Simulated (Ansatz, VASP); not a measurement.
# CdSe in two plane-wave programs

Aim: how closely do two programs agree when they are given the same cell, functional and k mesh? Of the first pair: The cell is taken from a series of runs on this material, whose earlier steps may have relaxed, scaled, displaced or heated it; both programs get it as it stands.

Method: plane waves, with VASP 6.6.1 beside it; relaxation of cell and atoms at RPBE and single point at RPBE, in Ansatz 0.2.0.

**1. The starting structure**

Symmetry: F-43m, No. 216, cubic system. Conventional cell: a = 6.285 Å, b = 6.285 Å, c = 6.285 Å, α = 90.00°, β = 90.00°, γ = 90.00°. Cd has 4 Se at 2.72 Å nearest. Se has 4 Cd at 2.72 Å nearest. Farther neighbours and most contacts between anions are not listed.

**2. Ansatz: relaxation of cell and atoms, RPBE, pair 1**

Ansatz runs on its default PAW (the set named soft_2) files.

The relaxed volume is the usual yardstick between codes: in a stiff, nearly cubic crystal its relative difference is about their pressure difference at one cell divided by the bulk modulus.

The input, input.yaml:

```yaml
crystal:
  lattice:
    - [0.0, 3.1424453727, 3.1424453727]
    - [3.1424453727, 0.0, 3.1424453727]
    - [3.1424453727, 3.1424453727, 0.0]
  atoms:
    - { symbol: Cd, position: [0.0, 0.0, 0.0] }
    - { symbol: Se, position: [0.75, 0.75, 0.75] }
kpoints:
  mp_grid: { grid: [10, 10, 10] }
hamiltonian:
  xc: rpbe
scf:
  occupations: { method: gaussian, width: 0.02 }
  lower_state_search: "off"
output:
  forces: true
  stress: true
  eigenvalues: true
  write_density: true
  write_potential: true
  elf: true
  volumetric_format: npy
relax:
  adjacent_minimum: "off"
  f_tol: 0.005
  max_steps: 80
  cell: { stress_tol: 0.05 }
```

On the command line:

```bash
> ansatz run input.yaml --threads 8 --pin off --max-ram 16384MiB --backend cpu --events-out ev --progress --plain --runs-dir out
```

Numbers of over 12 decimals in the logs are rounded to 6 here.

Output:

```text
Engine: ansatz 0.2.0, aarch64-unknown-linux-gnu
Pseudopotentials: kind: paw
Pseudopotential: Cd, paw, valence charge 20, recommended cutoff 420 eV (normal), Cd.paw.azcp
Pseudopotential: Se, paw, valence charge 16, recommended cutoff 420 eV (normal), Se.paw.azcp
Functional definition: RPBE
  parameter kappa = 0.804
  parameter beta = 0.066725
  exchange = rpbe_x(kappa = kappa, mu = beta*pi^2/3)
  correlation = pbe_c(beta = beta)
Crystal: 2 atoms, lattice volume = 62.063 Å³
Basis set: ecut = 420 eV, 1243 PW (Γ), exchange–correlation on 60×60×60 points (8 copies of the dense FFT grid, shifted against one another)
Bands: 22, of which v1, the nominal top of the filled ones, is band 18 counted from 1 (17 counted from 0)
Symmetry: 24 space group operations
Space group: F-43m (ITA 216), of the structure as read, at distance tolerance 4.0e-5 Å
k-points: 47 of 1000 (time reversal used)
Non-local potential: Cd, projectors of the file, l = 0: 3, l = 1: 2, l = 2: 2, l = 3: 1
Non-local potential: Se, projectors of the file, l = 0: 2, l = 1: 2, l = 2: 3, l = 3: 1
PAW form: soft (Blöchl's): semilocal exchange-correlation on the pseudo side does not see the compensation charge
PAW frozen core: Cd, regenerated for the run's functional, and the local potential with it (the file was generated under x = pbe(κ = 0.804, μ = 0.219515), c = pbe(β = 0.066725))
PAW frozen core: Se, regenerated for the run's functional, and the local potential with it (the file was generated under x = pbe(κ = 0.804, μ = 0.219515), c = pbe(β = 0.066725))
PAW one-centre angular grid: Cd, 590 points (default); XC on 64 Gauss nodes
PAW one-centre angular grid: Se, 590 points (default); XC on 64 Gauss nodes
Initial density: superposition of atomic densities (neutral atoms: chi_scale 0, normalization atom), corrected by the library's trained network
Initial wavefunctions: pseudopotential atomic-orbital guess
Functional: x = rpbe, c = pbe(β = 0.066725)
SCF iter   1: F=—  HF=-13739.156912 eV  |F-HF|=—  |Δ(HF+E_count)|=         —  Δρ=2.59e-3  dr2=3.16e-3  ethr=1.77e-3  ⟨swp⟩=5.9  Hψ=4488  notcnv=0
preconditioner: auto → none  [insulator: Δε(μ)=0.576 eV  Ē_g=11.886 eV  σ=0.020 eV  W_gap=1.00  n_scr=14 (ndim 8)  ℏωp=20.0 eV  f_vac=0.231  D(μ)=0.00/eV (n_scr^D=0)  ε∞_Penn≈3.8]
SCF iter   2: F=—  HF=-13739.156864 eV  |F-HF|=—  |Δ(HF+E_count)|=   4.80e-5  Δρ=9.47e-4  dr2=3.37e-4  ethr=8.78e-6  ⟨swp⟩=2.0  Hψ=2400  notcnv=0
SCF iter   3: F=—  HF=-13739.156894 eV  |F-HF|=—  |Δ(HF+E_count)|=   3.02e-5  Δρ=4.41e-4  dr2=6.70e-5  ethr=9.37e-7  ⟨swp⟩=2.0  Hψ=1499  notcnv=0
SCF iter   4: F=—  HF=-13739.156934 eV  |F-HF|=—  |Δ(HF+E_count)|=   4.01e-5  Δρ=1.73e-4  dr2=2.14e-5  ethr=1.86e-7  ⟨swp⟩=2.9  Hψ=1718  notcnv=0
SCF iter   5: F=—  HF=-13739.156938 eV  |F-HF|=—  |Δ(HF+E_count)|=   4.23e-6  Δρ=3.76e-5  dr2=1.09e-6  ethr=5.93e-8  ⟨swp⟩=2.0  Hψ=1457  notcnv=0
SCF iter   6: F=-13739.156939 eV  HF=-13739.156939 eV  |F-HF|=8.93e-8  |Δ(HF+E_count)|=   8.04e-7  Δρ=6.22e-6  dr2=1.94e-8  ethr=2.78e-10  ⟨swp⟩=6.0  Hψ=6283  notcnv=0
SCF 1 converged in 6 iterations: F = -13739.156939 eV  dr2 = 1.94e-8
  greatest PAW one-centre occupation: 1.000 electrons in one spin orbital (limit 2), on the Cd atom at site 0 (counted from 0), in its partial waves of l = 0
relax step   1: F+E_penalty+E_count = -13739.15693898 eV  Δ(F+E_penalty+E_count) = +0.000e0 eV  max|allowed force component| = 1.064e-16 eV/Å  Δτ_max = 0.0000 Å  P = -0.012 GPa  Ω = 62.063 Å³  (6 SCF iters, dr2 threshold 1.00e-7 eV, accepted)
Initial density: handed on by an earlier stage of this run
Initial wavefunctions: pseudopotential atomic-orbital guess (no wavefunctions were taken with the density)
iter 1 solved again at ethr=9.09e-8 eV; its pass at ethr=3.10e-3 eV (dr2=3.27e-5 eV) is discarded
SCF iter   1: F=—  HF=-13739.156932 eV  |F-HF|=—  |Δ(HF+E_count)|=         —  Δρ=6.17e-6  dr2=1.94e-8  ethr=9.09e-8  ⟨swp⟩=3.0  Hψ=7149  notcnv=0
preconditioner: auto → none  [insulator: Δε(μ)=0.581 eV  Ē_g=11.854 eV  σ=0.020 eV  W_gap=1.00  n_scr=14 (ndim 8)  ℏωp=20.0 eV  f_vac=0.233  D(μ)=0.00/eV (n_scr^D=0)  ε∞_Penn≈3.8]
SCF iter   2: F=—  HF=-13739.156939 eV  |F-HF|=—  |Δ(HF+E_count)|=   7.37e-6  Δρ=3.50e-6  dr2=4.37e-9  ethr=5.40e-11  ⟨swp⟩=2.0  Hψ=1858  notcnv=0
SCF iter   3: F=—  HF=-13739.156939 eV  |F-HF|=—  |Δ(HF+E_count)|=   3.61e-8  Δρ=1.25e-6  dr2=1.07e-9  ethr=1.21e-11  ⟨swp⟩=2.1  Hψ=1461  notcnv=0
SCF iter   4: F=—  HF=-13739.156939 eV  |F-HF|=—  |Δ(HF+E_count)|=   7.36e-9  Δρ=3.44e-7  dr2=6.23e-11  ethr=2.98e-12  ⟨swp⟩=2.1  Hψ=1461  notcnv=0
SCF iter   5: F=-13739.156939 eV  HF=-13739.156939 eV  |F-HF|=1.02e-10  |Δ(HF+E_count)|=  2.47e-10  Δρ=1.07e-7  dr2=7.89e-12  ethr=1.00e-12  ⟨swp⟩=5.7  Hψ=4264  notcnv=0
SCF 2 converged in 5 iterations: F = -13739.156939 eV  dr2 = 7.89e-12
relax step   2: F+E_penalty+E_count = -13739.15693900 eV  Δ(F+E_penalty+E_count) = -2.787e-8 eV  max|allowed force component| = 1.110e-16 eV/Å  Δτ_max = 0.0000 Å  P = -0.012 GPa  Ω = 62.063 Å³  stress off target by 1.20e-2 GPa  SCF on the basis re-selected at this cell (its energy is not comparable with the rows above)  (5 SCF iters)
basis re-selected at this cell: Δ(F+E_penalty+E_count) = -2.787e-8 eV, ΔP = +0.000 GPa vs the last step (what re-selecting the basis moved, of the pressure what is left beyond the Pulay correction that the steps carried, after the strain that the cell walked since its last selection, with what the two solves' SCF thresholds leave and, on support functions, any second-order correction that the steps lacked; it is no m [...]
SCF converged after 5 iterations
Free energy (F): -13739.156939 eV
Harris-Foulkes:  -13739.156939 eV  (|F-HF|=1.02e-10)
Internal energy: -13739.156939 eV  (E = F + TS)
E sigma→0 (E₀):  -13739.156939 eV
Fermi energy:    6.556100 eV
--- Per-component energies (eV) ---
  E_band       = -925.357644
  E_kinetic    = 622.009317
  E_local      = -6601.897442  (includes V_loc(G=0)·N_el)
  E_nonlocal   = -564.741904
  E_hartree    = 3128.816179
  E_xc         = -280.702306
  E_vxc        = -318.555342  (∫ρ·V_xc dr)
  E_paw        = -6008.783573  (= ΣΔE_a)
  E_vpaw       = -319.804128  (= ΣTr[D̂ρ^β])
  E_aug_tail   = -0.000574  (compensation charges beyond the density's cutoff)
  E_ewald      = -4033.469858
  E_core_change = -0.386779  (= ΣΔE_core)
  E_smearing   = -0.000000  (= −TS)
  E_closure    = -0.000000  (closes the sum)
  Σ components = -13739.156939   (vs F -13739.156939, Δ=0.00e0)
--- Forces (eV/Å), atoms counted from 1 ---
  atom   1  Cd    -0.00000000     0.00000000    -0.00000000
  atom   2  Se     0.00000000    -0.00000000     0.00000000
  max |Σ_I F_I| component: 1.11e-16 eV/Å
--- Stress (GPa, compression-positive) ---
       -0.012007       0.000000      -0.000000
        0.000000      -0.012007       0.000000
       -0.000000       0.000000      -0.012007
  P = ⅓ Tr σ = -0.0120 GPa (-0.120 kbar)
--- Band table (eV; the first three rows and the last of 47) ---
  k-point 0: bands = [... 14 lower, -1.1202, 6.2653, 6.2653, 6.2653, 6.8461, 12.2686, 12.2686, 12.2686]
  k-point 1: bands = [... 14 lower, -1.1205, 5.4417, 6.1989, 6.1989, 7.5770, 12.1089, 12.3866, 12.3866]
  k-point 2: bands = [... 14 lower, -1.1199, 4.3953, 6.0345, 6.0345, 8.2853, 12.0523, 12.6351, 12.6351]
  k-point 46: bands = [... 14 lower, -0.7570, 2.7527, 4.4459, 4.5082, 10.8201, 11.2509, 13.1597, 14.1691]
--- Relaxed structure (1 steps of the walk, 1 accepted, 1 SCFs on fresh bases) ---
  F+E_penalty+E_count = -13739.15693900 eV   max|allowed force component| = 1.110e-16 eV/Å   (the final SCF, on the basis selected at the relaxed cell)
  cell:  # Å, volume = 62.0631 Å³
    - [0.0, 3.1424453727, 3.1424453727]
    - [3.1424453727, 0.0, 3.1424453727]
    - [3.1424453727, 3.1424453727, 0.0]
  atoms:
    - { symbol: Cd, position: [0.0, 0.0, 0.0] }
    - { symbol: Se, position: [0.750000, 0.750000, 0.750000] }
```

**3. VASP: relaxation of cell and atoms, RPBE, pair 1**

The same cell, functional, mesh and smearing now go to VASP, with its own data sets.

Lines of VASP's logs that name or quote its potential files are left out, and so is its time.

The input, INCAR:

```
SYSTEM = CdSe
PREC = Accurate
ENCUT = 500
EDIFF = 1E-07
NELM = 120
ISMEAR = 0
SIGMA = 0.02
LREAL = .FALSE.
ALGO = Normal
GGA = RP
NBANDS = 15
LORBIT = 11
LWAVE = .FALSE.
LCHARG = .FALSE.
ISIF = 3
IBRION = 2
NSW = 80
EDIFFG = -0.005
LASPH = .TRUE.
GGA_COMPAT = .FALSE.
NELMIN = 4
EFERMI = MIDGAP
KPAR = 2
```

The input, POSCAR:

```
CdSe
1.0
    0.0000000000      3.1424450000      3.1424450000
    3.1424450000      0.0000000000      3.1424450000
    3.1424450000      3.1424450000      0.0000000000
Cd Se
1 1
Direct
    0.0000000000      0.0000000000      0.0000000000
    0.7500000796      0.7500000796      0.7500000796
```

The input, KPOINTS:

```
Automatic mesh
0
Gamma
10 10 10
0 0 0
```

The projector-augmented-wave data sets are Cd and Se (PBE family, release 64).

On the command line:

```bash
> mpirun -np 2 vasp_std
```

Output:

```text
[banner, memory and clock lines left out]
running    2 mpi-ranks, on    1 nodes
 distrk:  each k-point on    1 cores,    2 groups
 distr:  one band on    1 cores,    1 groups

 POSCAR found type information on POSCAR CdSe
 POSCAR found :  2 types and       2 ions
|                                                                             |
|               ----> ADVICE to this user running VASP <----                  |
|                                                                             |
|     You enforced a specific xc type in the INCAR file but a different       |
|     [... a line on the potential file left out ...]
|     I HOPE YOU KNOW WHAT YOU ARE DOING!                                     |
|                                                                             |

 LDA part: xc-table for (Slater+PW92), standard interpolation
 POSCAR, INCAR and KPOINTS ok, starting setup
 FFT: planning ... GRIDC
 FFT: planning ... GRID_SOFT
 FFT: planning ... GRID
 WAVECAR not read
 entering main loop
       N       E                     dE             d eps       ncg     rms          rms(c)
DAV:   1     0.103175568205E+03    0.10318E+03   -0.84263E+03  1442   0.102E+03
DAV:   2    -0.109691111933E+01   -0.10427E+03   -0.98699E+02  1683   0.252E+02
DAV:   3    -0.524057541728E+01   -0.41437E+01   -0.41348E+01  1648   0.521E+01
DAV:   4    -0.526019492103E+01   -0.19620E-01   -0.19619E-01  1795   0.358E+00
DAV:   5    -0.526032310636E+01   -0.12819E-03   -0.12818E-03  1718   0.254E-01    0.533E+00
DAV:   6    -0.489067386510E+01    0.36965E+00   -0.58077E-01  1702   0.836E+00    0.430E+00
DAV:   7    -0.487433110384E+01    0.16343E-01   -0.16212E-01  1445   0.269E+00    0.186E+00
DAV:   8    -0.487851096120E+01   -0.41799E-02   -0.13288E-02  1592   0.141E+00    0.269E-01
DAV:   9    -0.487955360288E+01   -0.10426E-02   -0.21499E-03  1655   0.508E-01    0.603E-02
DAV:  10    -0.487979381253E+01   -0.24021E-03   -0.28175E-04  1655   0.190E-01    0.543E-02
DAV:  11    -0.487996081264E+01   -0.16700E-03   -0.35156E-04  1550   0.107E-01    0.220E-02
DAV:  12    -0.487996047125E+01    0.34139E-06   -0.27109E-06  1725   0.141E-02    0.128E-02
DAV:  13    -0.487996479501E+01   -0.43238E-05   -0.11740E-05  1508   0.190E-02    0.622E-03
DAV:  14    -0.487996490141E+01   -0.10640E-06   -0.19955E-07  1829   0.307E-03    0.340E-03
DAV:  15    -0.487996514293E+01   -0.24153E-06   -0.12814E-07  1465   0.231E-03    0.113E-04
DAV:  16    -0.487996516538E+01   -0.22446E-07   -0.53448E-09  1041   0.508E-04
   1 F= -.48799652E+01 E0= -.48799652E+01  d E =-.487997E+01
 curvature:   0.00 expect dE= 0.000E+00 dE for cont linesearch  0.000E+00
 trial: gam= 0.00000 g(F)=  0.646E-40 g(S)=  0.393E-03 ort = 0.000E+00 (trialstep = 0.100E+01)
 search vector abs. value=  0.393E-03
 bond charge predicted
       N       E                     dE             d eps       ncg     rms          rms(c)
DAV:   1    -0.488479939977E+01   -0.48343E-02   -0.93215E-02  1487   0.355E+00    0.522E-01
DAV:   2    -0.488067244146E+01    0.41270E-02   -0.92500E-03  1501   0.134E+00    0.169E-01
DAV:   3    -0.488019442541E+01    0.47802E-03   -0.10821E-03  1676   0.336E-01    0.148E-01
DAV:   4    -0.488013732351E+01    0.57102E-04   -0.81174E-05  1459   0.712E-02    0.283E-02
DAV:   5    -0.488013338376E+01    0.39398E-05   -0.12094E-05  1613   0.434E-02    0.624E-03
DAV:   6    -0.488013350204E+01   -0.11828E-06   -0.21704E-06  1543   0.189E-02    0.327E-03
DAV:   7    -0.488013393083E+01   -0.42879E-06   -0.61896E-07  1508   0.537E-03    0.231E-03
DAV:   8    -0.488013383200E+01    0.98829E-07   -0.39457E-08  1083   0.234E-03
   2 F= -.48801338E+01 E0= -.48801338E+01  d E =-.168667E-03
 trial-energy change:   -0.000169  1 .order   -0.000173   -0.000393    0.000047
 step:   0.8876(harm=  0.8936)  dis= 0.00000  next Energy=    -4.880136 (dE=-0.171E-03)
 reached required accuracy - stopping structural energy minimisation
```

Parts of OUTCAR (step 3):

```text
ion  position               nearest neighbor table
   1  0.000  0.000  0.000-   2 2.72   2 2.72   2 2.72   2 2.72
   2  0.750  0.750  0.750-   1 2.72   1 2.72   1 2.72   1 2.72

  LATTYP: Found a face centered cubic cell.
 ALAT       =     6.2848900000

 Subroutine GETGRP returns: Found 24 space group operations
 (whereof 24 operations were pure point group operations)

The static configuration has the point symmetry T_d .

 Found     47 irreducible k-points:

   k-points           NKPTS =     47   k-points in BZ     NKDIM =     47   number of bands    NBANDS=     15

   dimension x,y,z NGX =    32 NGY =   32 NGZ =   32
   dimension x,y,z NGXF=    64 NGYF=   64 NGZF=   64

   ENCUT  =  500.0 eV  36.75 Ry    6.06 a.u.   8.10  8.10  8.10*2*pi/ulx,y,z

   NELECT =      18.0000    total number of electrons

 k-points in reciprocal lattice and weights: Automatic mesh
   0.00000000  0.00000000  0.00000000       0.001
   0.10000000  0.00000000  0.00000000       0.008
   0.20000000  0.00000000  0.00000000       0.008
   0.30000000  0.00000000  0.00000000       0.008
   0.40000000  0.00000000  0.00000000       0.008
   0.50000000  0.00000000  0.00000000       0.004
   0.10000000  0.10000000  0.00000000       0.006
   0.20000000  0.10000000  0.00000000       0.024
   0.30000000  0.10000000  0.00000000       0.024
[...]
-0.30000000  0.40000000  0.20000000       0.024
  -0.30000000  0.50000000  0.20000000       0.012

 average (electrostatic) potential at core
       1 -40.5493       2 -56.9720

 E-fermi :   0.5842

 k-point     1 :       0.0000    0.0000    0.0000
  band No.  band energies     occupation
    ...
      5      -7.0815      2.00000
      6      -7.0815      2.00000
      7       0.3012      2.00000
      8       0.3013      2.00000
      9       0.3013      2.00000
     10       0.8671      0.00000
     11       6.2959      0.00000
     12       6.2959      0.00000
     13       6.2959      0.00000
     14       9.9465      0.00000
    ...

 k-point     2 :       0.1000    0.0000    0.0000
  band No.  band energies     occupation
    ...
      5      -7.0818      2.00000
      6      -7.0818      2.00000
      7      -0.5238      2.00000
      8       0.2354      2.00000
      9       0.2354      2.00000
     10       1.6008      0.00000
     11       6.1387      0.00000
     12       6.4134      0.00000
     13       6.4134      0.00000
     14      10.4588      0.00000
    ...

 k-point     3 :       0.2000    0.0000    0.0000
  band No.  band energies     occupation
    ...
      5      -7.0812      2.00000
      6      -7.0812      2.00000
      7      -1.5648      2.00000
      8       0.0725      2.00000
      9       0.0725      2.00000
     10       2.3080      0.00000
     11       6.0854      0.00000
     12       6.6606      0.00000
     13       6.6606      0.00000
     14      10.3002      0.00000
    ...

  Total       -0.0087751     -0.0087751     -0.0087751      0.0000000      0.0000000     -0.0000000
  in kB       -0.2253273     -0.2253273     -0.2253273      0.0000000      0.0000000     -0.0000000
  external PRESSURE =      -0.2253273 kB  Pullay stress =       0.0000000 kB

  energy-cutoff  :      500.00
  volume of cell :       62.39
      direct lattice vectors                 reciprocal lattice vectors
     0.000000000  3.148030892  3.148030892    -0.158829445  0.158829445  0.158829445
     3.148030892 -0.000000000  3.148030892     0.158829445 -0.158829445  0.158829445
     3.148030892  3.148030892  0.000000000     0.158829445  0.158829445 -0.158829445

 POSITION                                       TOTAL-FORCE (eV/Angst)
 -----------------------------------------------------------------------------------
      0.00000      0.00000      0.00000        -0.000000     -0.000000     -0.000000
      4.72205      4.72205      4.72205         0.000000      0.000000      0.000000
 -----------------------------------------------------------------------------------
    total drift:                               -0.000178     -0.000178     -0.000177

  FREE ENERGIE OF THE ION-ELECTRON SYSTEM (eV)
  ---------------------------------------------------
  free  energy   TOTEN  =        -4.8801338320 eV

  energy  without entropy=       -4.8801338320  energy(sigma->0) =       -4.88013383

 reached required accuracy - stopping structural energy minimisation

 total charge
# of ion       s       p       d       tot
------------------------------------------
    1        0.426   0.259   9.560  10.245
    2        1.444   2.365   0.016   3.825
--------------------------------------------------
tot          1.870   2.623   9.576  14.070

[... 3 further parts left out ...]
```

The run keeps the 24 symmetry operations of its start, so it cannot find a distortion of lower symmetry.

**4. Comparison**

Known differences besides the potentials themselves: the data sets hold 36 valence electrons in Ansatz (on its default PAW (the set named soft_2) files) and 18 in VASP; the cutoff is 420 eV in Ansatz and 500 eV in VASP; Ansatz makes its cores anew for this functional, VASP keeps those of its PBE data sets; Ansatz adds a Pulay correction to the stress that steers its cell, VASP none. Total energies have different zeros and are not compared.

The two programs side by side:

```csv
quantity,Ansatz,VASP,difference
volume (Å³),62.06,62.39,-0.53 %
"edge a after relaxation, in the typed setting (Å)",4.444,4.452,-0.18 %
```

(Continued in part 2 of 2.)

[Lines on the potential files, build, host, timing and source positions are cut from VASP's logs without a mark.]

[Logs are printed without paths, hosts, clocks, repeated set-up lines and the standing remarks that a program may print on its own settings, such as how far it seeks lower states.]

[Hosts, paths, dates, database ids (printed as entryN), source tags and the programs' standing remarks are cut or masked in the printed files.]
